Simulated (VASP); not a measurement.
Data:

```
CELL_PARAMETERS angstrom
      2.07500    -3.59401     0.00000
      2.07500     3.59401     0.00000
      0.00000     0.00000     6.86000
ATOMIC_POSITIONS crystal
  Mg 0.00000 0.00000 0.00000
  I  0.33333 0.66667 0.24200
  I  0.66667 0.33333 0.75800
```

Method: PBE GGA with spin-orbit coupling, VASP's PBE PAW potentials (set 64) (plane waves; VASP). Run with 400 eV cut-off, 6×6×3 Γ-centred mesh, Gaussian smearing of 0.050 eV, potentials Mg I.

### Question
Which forces act on the atoms, in eV/Å?

### Answer

| atom | Fx | Fy | Fz |
|---|---|---|---|
| Mg1 | 0.000 | 0.000 | 0.000 |
| I2 | 0.000 | 0.000 | 0.064 |
| I3 | 0.000 | 0.000 | -0.064 |

### Question
Give the stress tensor in GPa (positive for a compressed cell).

### Answer

```
1.31  0.00  0.00
0.00  1.31  0.00
0.00  0.00  1.57
```
The pressure is its mean diagonal, 1.40 GPa.

The compound is MgI2 in the 1T layered structure. The cell was not relaxed at this level. The run is one of a series of settings (GGA_COMPAT = .FALSE., LSORBIT = .TRUE., MAGMOM = 0 0 0 0 0 0 0 0 0, program vasp_ncl against the base run), some of them coarse on purpose.
